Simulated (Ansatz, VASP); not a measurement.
# Two plane-wave programs on Ba3Y

Contents of INCAR:

```
ALGO = Normal
EDIFF = 1E-7
ENCUT = 520
GGA = PE
ISIF = 2
ISMEAR = -1
LASPH = True
LCHARG = False
LREAL = False
LWAVE = False
NBANDS = 28
NELM = 80
PREC = Accurate
SIGMA = 0.05
```

File KPOINTS:

```
k-points
0
Gamma
  7 7 7
```

The input POSCAR:

```
Ba3Y
1.0
   -2.9559860000      2.9559860000      5.9338000000
    2.9559860000     -2.9559860000      5.9338000000
    2.9559860000      2.9559860000     -5.9338000000
Ba Y
3 1
Direct
    0.4975630000      0.5003700000     -0.0025240000
    0.2531520000      0.7502320000      0.5021280000
    0.7473670000      0.2455320000      0.4958470000
    0.0088060000     -0.0022260000      0.0065600000
```

Contents of input.yaml:

```yaml
crystal:
  lattice:
    - [-2.955986, 2.955986, 5.9338]
    - [2.955986, -2.955986, 5.9338]
    - [2.955986, 2.955986, -5.9338]
  atoms:
    - { symbol: Ba, position: [0.497563, 0.50037, -0.002524] }
    - { symbol: Ba, position: [0.253152, 0.750232, 0.502128] }
    - { symbol: Ba, position: [0.747367, 0.245532, 0.495847] }
    - { symbol: "Y", position: [0.008806, -0.002226, 0.00656] }
hamiltonian:
  xc: pbe
  pseudopotentials: { kind: paw }
kpoints:
  mp_grid: { grid: [7, 7, 7] }
scf:
  occupations: { method: fermi_dirac, width: 0.05 }
output:
  forces: true
  stress: true
  eigenvalues: true
  write_density: true
  write_potential: true
  elf: true
  volumetric_format: npy
```

Change from the starting cell: atoms moved at random, drawn with an rms of 0.05 Å.

Alike in both runs: task single point; functional PBE; k mesh 7 × 7 × 7; occupations fermi-dirac, width 0.05 eV; no spin polarisation.

|  | VASP | Ansatz |
| --- | --- | --- |
| version | VASP 6.6.1 | Ansatz 0.2.0 |
| potentials or method | VASP PAW PBE potentials, release 64 (Ba_sv, Y_sv) | Ansatz PAW |
| plane-wave cutoff (eV) | 520 | 420 |
| valence electrons in the cell | 41 | 41 |

Ansatz gave:

| Item | Value |
| --- | --- |
| gap on the k mesh at the Fermi level (eV) | none |
| pressure (GPa) | -0.1 |
| largest component of the traceless stress (GPa) | 0.06 |
| rms of the force components (eV/Å) | 0.037 |

Estimate VASP's values.

gap on the k mesh at the Fermi level (eV): none; pressure (GPa): 0.0; largest component of the traceless stress (GPa): 0.06; rms of the force components (eV/Å): 0.038.

Atom by atom the forces differ by 0.001 eV/Å (rms over components). A gap of «none» marks a metal or a gap that the smearing closes. The functional is the same, so the differences come from potentials, cutoffs and numerics.

Spin-orbit coupling is left out, which matters for the levels of Ba.
